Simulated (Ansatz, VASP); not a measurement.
# Cross-check of Li2Si4O9 between VASP and Ansatz

Aim: how closely do two programs agree when they are given the same cell, functional and k mesh? The structure shown is frame 148 of Ansatz's trajectory.

Calculated with Ansatz 0.2.0; plane waves, with VASP 6.6.1 beside it; single point at PBE.

## (1) The structure

The cell holds 75 atoms: 20 Si, 10 Li and 45 O. Cell: a = 9.737 Å, b = 9.737 Å, c = 9.737 Å, α = 90.0°, β = 90.0°, γ = 90.0°. As first built, before any earlier steps moved the atoms (in the runner's words): 75 atoms (20 Si, 10 Li, 45 O) placed at random at 2.26 g/cm^3, melted at 4000 K for 10 ps at fixed volume with the Morse and Coulomb pair potential with partial charges (Pedone, Malavasi, Menziani, Cormack and Segre, J. Phys. Chem. B 110, 11780 (2006)). Quenched from 1800 K to 300 K at 20 K/ps and fixed volume, held 10 ps at zero pressure.

## (2) Ansatz: dynamics, PBE

Ansatz runs on its default PAW (the set named soft_2) files.

One frame of this run of dynamics is then solved in both programs, so the motion causes no difference.

input.yaml reads:

```yaml
crystal:
  lattice:
    - [9.73665, 0.0, 0.0]
    - [0.0, 9.73665, 0.0]
    - [0.0, 0.0, 9.73665]
  atoms:
    - { symbol: Si, position: [0.9952, 0.36552, 0.60835] }
    - { symbol: Si, position: [0.95677, 0.45778, 0.0714] }
    - { symbol: Si, position: [0.51421, 0.59898, 0.1171] }
    - { symbol: Si, position: [0.7233, 0.08427, 0.96842] }
    - { symbol: Si, position: [0.00365, 0.19929, 0.87706] }
    - { symbol: Si, position: [0.6993, 0.84725, 0.15944] }
    - { symbol: Si, position: [0.44022, 0.97973, 0.84746] }
    - { symbol: Si, position: [0.17474, 0.94375, 0.99981] }
    - { symbol: Si, position: [0.06015, 0.04215, 0.26608] }
    - { symbol: Si, position: [0.60833, 0.29753, 0.17969] }
    - { symbol: Si, position: [0.78852, 0.69939, 0.4128] }
    - { symbol: Si, position: [0.82797, 0.56995, 0.79726] }
    - { symbol: Si, position: [0.48433, 0.59168, 0.41642] }
    - { symbol: Si, position: [0.28189, 0.2759, 0.18962] }
    - { symbol: Si, position: [0.37784, 0.07813, 0.56137] }
    - { symbol: Si, position: [0.11092, 0.69667, 0.80289] }
    - { symbol: Si, position: [0.29595, 0.45992, 0.9187] }
    - { symbol: Si, position: [0.27688, 0.37625, 0.47668] }
    - { symbol: Si, position: [0.26882, 0.7836, 0.50684] }
    - { symbol: Si, position: [0.85894, 0.285, 0.324] }
    - { symbol: Li, position: [0.61409, 0.77836, 0.64145] }
    - { symbol: Li, position: [0.96293, 0.87581, 0.55493] }
    - { symbol: Li, position: [0.54018, 0.0979, 0.33286] }
    - { symbol: Li, position: [0.26588, 0.23873, 0.74155] }
    - { symbol: Li, position: [0.08028, 0.53419, 0.34688] }
    - { symbol: Li, position: [0.49792, 0.6535, 0.83616] }
    - { symbol: Li, position: [0.54485, 0.4466, 0.6913] }
    - { symbol: Li, position: [0.02733, 0.72299, 0.24275] }
    - { symbol: Li, position: [0.70317, 0.99088, 0.46852] }
    - { symbol: Li, position: [0.24156, 0.63609, 0.19922] }
    - { symbol: O, position: [0.67602, 0.20675, 0.06897] }
    - { symbol: O, position: [0.88542, 0.40426, 0.21696] }
    - { symbol: O, position: [0.66617, 0.59468, 0.76877] }
    - { symbol: O, position: [0.4102, 0.57863, 0.99318] }
    - { symbol: O, position: [0.92356, 0.61364, 0.43505] }
    - { symbol: O, position: [0.76376, 0.94514, 0.04556] }
    - { symbol: O, position: [0.33646, 0.98086, 0.98579] }
    - { symbol: O, position: [0.61018, 0.93297, 0.26254] }
    - { symbol: O, position: [0.05435, 0.24677, 0.72523] }
    - { symbol: O, position: [0.19809, 0.71029, 0.37582] }
    - { symbol: O, position: [0.92046, 0.14807, 0.24537] }
    - { symbol: O, position: [0.42101, 0.45589, 0.48587] }
    - { symbol: O, position: [0.17928, 0.74866, 0.64642] }
    - { symbol: O, position: [0.36166, 0.06744, 0.72658] }
    - { symbol: O, position: [0.69351, 0.2773, 0.32083] }
    - { symbol: O, position: [0.30918, 0.94389, 0.49693] }
    - { symbol: O, position: [0.65099, 0.60401, 0.41052] }
    - { symbol: O, position: [0.76573, 0.80917, 0.52323] }
    - { symbol: O, position: [0.9238, 0.30177, 0.47218] }
    - { symbol: O, position: [0.17938, 0.14925, 0.22235] }
    - { symbol: O, position: [0.09835, 0.9268, 0.14467] }
    - { symbol: O, position: [0.38047, 0.40361, 0.79246] }
    - { symbol: O, position: [0.52968, 0.09002, 0.53087] }
    - { symbol: O, position: [0.44708, 0.24311, 0.21058] }
    - { symbol: O, position: [0.80452, 0.76626, 0.26331] }
    - { symbol: O, position: [0.23842, 0.3873, 0.30758] }
    - { symbol: O, position: [0.43489, 0.6072, 0.25741] }
    - { symbol: O, position: [0.17275, 0.54744, 0.84921] }
    - { symbol: O, position: [0.01353, 0.32092, 0.98226] }
    - { symbol: O, position: [0.85146, 0.52041, 0.96356] }
    - { symbol: O, position: [0.15376, 0.81359, 0.90832] }
    - { symbol: O, position: [0.59158, 0.45381, 0.13471] }
    - { symbol: O, position: [0.10837, 0.08151, 0.93273] }
    - { symbol: O, position: [0.58333, 0.04036, 0.89188] }
    - { symbol: O, position: [0.41779, 0.70834, 0.50474] }
    - { symbol: O, position: [0.28652, 0.35042, 0.03764] }
    - { symbol: O, position: [0.14309, 0.42906, 0.559] }
    - { symbol: O, position: [0.0602, 0.56575, 0.11473] }
    - { symbol: O, position: [0.60449, 0.729, 0.10457] }
    - { symbol: O, position: [0.294, 0.21705, 0.50971] }
    - { symbol: O, position: [0.84379, 0.1486, 0.87545] }
    - { symbol: O, position: [0.0304, 0.99202, 0.4146] }
    - { symbol: O, position: [0.89316, 0.45128, 0.70092] }
    - { symbol: O, position: [0.4634, 0.83439, 0.78575] }
    - { symbol: O, position: [0.94565, 0.68799, 0.78618] }
kpoints:
  mp_grid: { grid: [1, 1, 1] }
hamiltonian:
  xc: pbe
scf:
  occupations: { method: gaussian, width: 0.05 }
output:
  forces: true
  stress: true
md:
  timestep: 1.0
  n_steps: 444
  ensemble: nve
  temperature: 900
  initial_velocities: maxwell_boltzmann
  seed: 8193
```

Command:

```sh
> ansatz run input.yaml --threads 4 --pin off --max-ram 8192MiB --backend cpu --events-out ev --progress --plain --runs-dir out
```

Numbers of over 12 decimals in the logs are rounded to 6 here.

The program printed:

```text
Warning: md: disabling space-group detection — thermal motion breaks the input geometry's symmetry, so no spatial operation reduces the k-mesh or symmetrises the density; time reversal is kept, so that k and −k are solved as one point where they differ and the mesh holds both, and exact exchange and, on two spinor components, a DFT+U term hold to it where the run has them: on two components no moment then forms, and  [...]
Warning: output.stress: scf.convergence.dr2_threshold = 7.5e-8 eV (the default of an md: trajectory) is looser than the 7.5e-9 eV advised for a printed stress (1e-10 eV for each atom of the cell: 75). What an SCF threshold leaves in a stress goes as its square root, and in the free energy as the threshold itself, and one threshold admits the most on a small cell: [figures from the program's tests cut] Set scf.converg [...]
Engine: ansatz 0.2.0, aarch64-unknown-linux-gnu
Pseudopotentials: kind: paw
Pseudopotential: Si, paw, valence charge 4, recommended cutoff 420 eV (normal), Si.paw.azcp
Pseudopotential: Li, paw, valence charge 3, recommended cutoff 420 eV (normal), Li.paw.azcp
Pseudopotential: O, paw, valence charge 6, recommended cutoff 420 eV (normal), O.paw.azcp
Functional definition: PBE
  parameter kappa = 0.804
  parameter beta = 0.066725
  exchange = pbe_x(kappa = kappa, mu = beta*pi^2/3)
  correlation = pbe_c(beta = beta)
Crystal: 75 atoms, lattice volume = 923.057 Å³
Basis set: ecut = 420 eV, 17941 PW (Γ), exchange–correlation on 144×144×144 points (8 copies of the dense FFT grid, shifted against one another)
Bands: 265, of which v1, the nominal top of the filled ones, is band 190 counted from 1 (189 counted from 0)
Symmetry: 1 space group operations
k-points: 1
Non-local potential: Si, projectors of the file, l = 0: 2, l = 1: 2, l = 2: 2
Non-local potential: Li, projectors of the file, l = 0: 3, l = 1: 2, l = 2: 1
Non-local potential: O, projectors of the file, l = 0: 2, l = 1: 2, l = 2: 1
PAW form: soft (Blöchl's): semilocal exchange-correlation on the pseudo side does not see the compensation charge
PAW one-centre angular grid: Si, 110 points (default); XC on 64 Gauss nodes
PAW one-centre angular grid: Li, 110 points (default); XC on 64 Gauss nodes
PAW one-centre angular grid: O, 110 points (default); XC on 64 Gauss nodes
Initial density: superposition of atomic densities (neutral atoms: chi_scale 0, normalization atom), corrected by the library's trained network
Initial wavefunctions: pseudopotential atomic-orbital guess
Functional: x = pbe(κ = 0.804, μ = 0.219515), c = pbe(β = 0.066725)
SCF iter   1: F=—  HF=-40372.932557 eV  |F-HF|=—  |Δ(HF+E_count)|=         —  Δρ=2.39e-3  dr2=8.62e-2  ethr=1.77e-3  ⟨swp⟩=6.0  Hψ=1267  notcnv=0  defer=37
preconditioner: auto → Resta (q_TF=auto, 2.353 Å⁻¹)  ε∞=3.0  [insulator: Δε(μ)=3.624 eV  Ē_g=16.260 eV  σ=0.050 eV  W_gap=1.00  n_scr=202 (ndim 8)  ℏωp=23.2 eV  f_vac=0.134  D(μ)=0.00/eV (n_scr^D=0)  ε∞_Penn≈3.0]
SCF iter   2: F=—  HF=-40372.923662 eV  |F-HF|=—  |Δ(HF+E_count)|=   8.90e-3  Δρ=1.26e-3  dr2=1.97e-2  ethr=2.27e-5  ⟨swp⟩=2.0  Hψ=448  notcnv=0  defer=66
SCF iter   3: F=—  HF=-40372.922868 eV  |F-HF|=—  |Δ(HF+E_count)|=   7.94e-4  Δρ=5.46e-4  dr2=5.35e-3  ethr=5.19e-6  ⟨swp⟩=2.0  Hψ=335  notcnv=0  defer=66
SCF iter   4: F=—  HF=-40372.922138 eV  |F-HF|=—  |Δ(HF+E_count)|=   7.30e-4  Δρ=2.09e-4  dr2=4.26e-4  ethr=1.41e-6  ⟨swp⟩=2.0  Hψ=337  notcnv=0  defer=66
SCF iter   5: F=—  HF=-40372.922155 eV  |F-HF|=—  |Δ(HF+E_count)|=   1.66e-5  Δρ=1.08e-4  dr2=9.36e-5  ethr=1.12e-7  ⟨swp⟩=2.0  Hψ=344  notcnv=0  defer=66
SCF iter   6: F=—  HF=-40372.922121 eV  |F-HF|=—  |Δ(HF+E_count)|=   3.39e-5  Δρ=2.75e-5  dr2=6.17e-6  ethr=2.46e-8  ⟨swp⟩=2.0  Hψ=384  notcnv=0  defer=66
SCF iter   7: F=—  HF=-40372.923334 eV  |F-HF|=—  |Δ(HF+E_count)|=   1.21e-3  Δρ=1.34e-5  dr2=1.43e-6  ethr=1.62e-9  ⟨swp⟩=2.0  Hψ=411  notcnv=0  defer=69
SCF iter   8: F=—  HF=-40372.923334 eV  |F-HF|=—  |Δ(HF+E_count)|=   5.56e-7  Δρ=5.03e-6  dr2=2.20e-7  ethr=3.77e-10  ⟨swp⟩=2.0  Hψ=342  notcnv=0  defer=69
[...]
md step   437: t =   437.00 fs  T =   685.7 K  F+E_penalty+E_count = -40370.86908629 eV  E_kin = 6.558694 eV  conserved = -40364.31039183 eV  P_inst = 1.0079 GPa  (3 SCF iters)
[...]
md step   438: t =   438.00 fs  T =   680.7 K  F+E_penalty+E_count = -40370.81967183 eV  E_kin = 6.510893 eV  conserved = -40364.30877932 eV  P_inst = 1.1261 GPa  (4 SCF iters)
[...]
md step   439: t =   439.00 fs  T =   677.9 K  F+E_penalty+E_count = -40370.79255685 eV  E_kin = 6.484693 eV  conserved = -40364.30786414 eV  P_inst = 1.2275 GPa  (4 SCF iters)
md step   440: t =   440.00 fs  T =   678.9 K  F+E_penalty+E_count = -40370.80222189 eV  E_kin = 6.494317 eV  conserved = -40364.30790474 eV  P_inst = 1.3048 GPa  (8 SCF iters)
[...]
md step   441: t =   441.00 fs  T =   683.8 K  F+E_penalty+E_count = -40370.84897066 eV  E_kin = 6.540239 eV  conserved = -40364.30873116 eV  P_inst = 1.3550 GPa  (4 SCF iters)
[...]
md step   442: t =   442.00 fs  T =   691.2 K  F+E_penalty+E_count = -40370.92129188 eV  E_kin = 6.611436 eV  conserved = -40364.30985559 eV  P_inst = 1.3787 GPa  (4 SCF iters)
[...]
md step   443: t =   443.00 fs  T =   699.6 K  F+E_penalty+E_count = -40371.00302174 eV  E_kin = 6.692301 eV  conserved = -40364.31072100 eV  P_inst = 1.3787 GPa  (4 SCF iters)
[...]
md step   444: t =   444.00 fs  T =   707.8 K  F+E_penalty+E_count = -40371.08153102 eV  E_kin = 6.770565 eV  conserved = -40364.31096570 eV  P_inst = 1.3581 GPa  (8 SCF iters)
SCF converged after 8 iterations
Free energy (F): -40371.081531 eV
Harris-Foulkes:  -40371.081531 eV  (|F-HF|=1.10e-8)
Internal energy: -40371.081531 eV  (E = F + TS)
E sigma→0 (E₀):  -40371.081531 eV
Fermi energy:    5.609441 eV
--- Per-component energies (eV) ---
  E_band       = -2290.581758
  E_kinetic    = 9123.507305
  E_local      = -24420.626151  (includes V_loc(G=0)·N_el)
  E_nonlocal   = 2306.482491
  E_hartree    = 8942.001789
  E_xc         = -4567.351282
  E_vxc        = -5358.554052  (∫ρ·V_xc dr)
  E_paw        = -17614.756800  (= ΣΔE_a)
  E_vpaw       = -1825.513574  (= ΣTr[D̂ρ^β])
  E_aug_tail   = 0.113933  (compensation charges beyond the density's cutoff)
  E_ewald      = -14140.452816
  E_smearing   = -0.000000  (= −TS)
  E_closure    = 0.000000  (closes the sum)
  Σ components = -40371.081531   (vs F -40371.081531, Δ=0.00e0)
--- Forces (eV/Å), atoms counted from 1 ---
  atom   1  Si    -1.81846974    -0.56036126    -0.23733879
  atom   2  Si    -1.03611723     1.21118788    -3.49961786
  atom   3  Si     0.17306064    -2.47581899    -1.37652225
  atom   4  Si     1.39830511     1.19461810    -0.66421412
  atom   5  Si     0.69707562    -1.10657727    -1.69465883
  atom   6  Si     2.76886256    -1.59997813    -0.82636999
  atom   7  Si    -1.17599057    -1.13087197    -2.44666309
  atom   8  Si     0.24059198    -1.66274665     0.78113928
  atom   9  Si     1.86676435    -2.33472800    -2.84113040
  atom  10  Si     2.07642320     1.10092094     0.44617772
  atom  11  Si    -1.00982102    -0.16008202    -0.96258390
  atom  12  Si     2.23933500    -0.70855183    -1.24379154
  atom  13  Si     2.11899794    -0.74805709    -0.69244723
  atom  14  Si     1.49594156     1.39652468     0.70667025
  atom  15  Si    -0.24937896    -1.27716684     1.94848502
  atom  16  Si     3.56423467     2.71904933    -0.72705487
  atom  17  Si    -0.14909770     1.20603267    -3.22036444
  atom  18  Si    -0.01947214     0.03167384     0.78790525
  atom  19  Si    -0.29918523    -2.84368484    -1.65910592
  atom  20  Si     1.42325220    -1.38644247    -0.14087255
  atom  21  Li    -0.35450045    -0.25232681     0.19942791
  atom  22  Li    -0.90494932    -0.27529397    -0.07252859
  atom  23  Li     0.09119835    -0.16065568    -1.29041026
  atom  24  Li    -0.23169141     0.80890600     0.12788588
[...]
atom  68  O      0.72251711     0.93917916    -0.26962019
  atom  69  O      1.10013730     2.20286665    -0.38125564
  atom  70  O     -2.12197402     2.90628634    -0.99224451
  atom  71  O     -2.60196585    -0.62257467     0.49312837
  atom  72  O      0.73802754    -0.52029083     1.87074371
  atom  73  O     -0.43512727     1.49623965     1.00475488
  atom  74  O      0.28762235    -0.41307997    -0.23429730
  atom  75  O     -3.40401217    -1.86623263     0.71071634
  max |Σ_I F_I| component: 9.59e-5 eV/Å
--- Stress (GPa, compression-positive) ---
        2.830416      -1.325946       1.184172
       -1.325948       0.722164      -0.227452
        1.184175      -0.227461      -1.860275
  P = ⅓ Tr σ = 0.5641 GPa (5.641 kbar)
--- MD trajectory: 444 steps, t = 0.0 → 444.0 fs ---
  final state: T = 707.8 K   F+E_penalty+E_count = -40371.08153102 eV   E_kin = 6.770565 eV
  conserved energy: peak-to-peak 1.260e-2 eV (1.680e-4 eV/atom) over 444.0 fs
```

(Continued in part 2 of 2.)

[Lines on the potential files, build, host, timing and source positions are cut from VASP's logs without a mark.]

[Logs are printed without paths, hosts, clocks, repeated set-up lines and the standing remarks that a program may print on its own settings, such as how far it seeks lower states.]

[Hosts, paths, dates, database ids (printed as entryN), source tags and the programs' standing remarks are cut or masked in the printed files.]
